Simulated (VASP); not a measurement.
Write the native input for VASP 6.6.1 that does the following.

```
Task                   : relaxation of cell and atoms
Functional             : PBEsol
Potentials or basis    : VASP PAW PBE potentials, release 64 (Cu)
Cutoff                 : 580 eV
k mesh                 : 20 × 20 × 20
Occupations            : gaussian, width 0.1 eV
Spin                   : no spin polarisation
Further INCAR settings : ALGO = Fast; EDIFF = 1e-07; IBRION = 2; EDIFFG = -0.005; NSW = 90; ISIF = 3
```

The structure of Cu lies in POSCAR:

```
Cu
1.0
    0.0000000000      1.8250000000      1.8250000000
    1.8250000000      0.0000000000      1.8250000000
    1.8250000000      1.8250000000      0.0000000000
Cu
1
Direct
    0.0000000000      0.0000000000      0.0000000000
```

These files were run (other wordings do the same):

INCAR

```
SYSTEM = Cu
ALGO = Fast ; EDIFF = 1E-7
EDIFFG = -0.005 ; ENCUT = 580
GGA = PS ; IBRION = 2
ISIF = 3 ; ISMEAR = 0
LASPH = .TRUE. ; LCHARG = .FALSE.
LREAL = .FALSE. ; LWAVE = .FALSE.
NELM = 100 ; NSW = 90
PREC = Accurate ; SIGMA = 0.1
```

KPOINTS

```
k-points
0
G
  20 20 20
  0 0 0
```

Potentials or basis: VASP PAW PBE potentials, release 64 (Cu).

The run is started by

```bash
$ cat potpaw_PBE.64/Cu/POTCAR > POTCAR
$ mpirun -np 1 vasp_std > vasp.out
```

It gave:

```yaml
Relaxed_volume: 11.38 Å³/atom
Relaxed_cell: a = 2.525 Å, b = 2.525 Å, c = 2.525 Å, α = 60.00°, β = 60.00°, γ = 60.00°
Space_group_after_relaxing_to_0.05_Å: Fm-3m (No. 225)
Energy_gained_by_relaxing: 24.6 meV/atom
Ionic_steps: 6
Pressure_after_relaxing: -0.1 GPa
Band_gap_on_the_k_mesh: none (metal or under the smearing width)
```

Caveat: the PAW data sets were made with another functional, which shifts forces and pressure a little.

It took 88 s on 1 thread of Intel(R) Xeon(R) Platinum 8488C (Sapphire Rapids), on a shared host, peak memory 0.16 GiB.
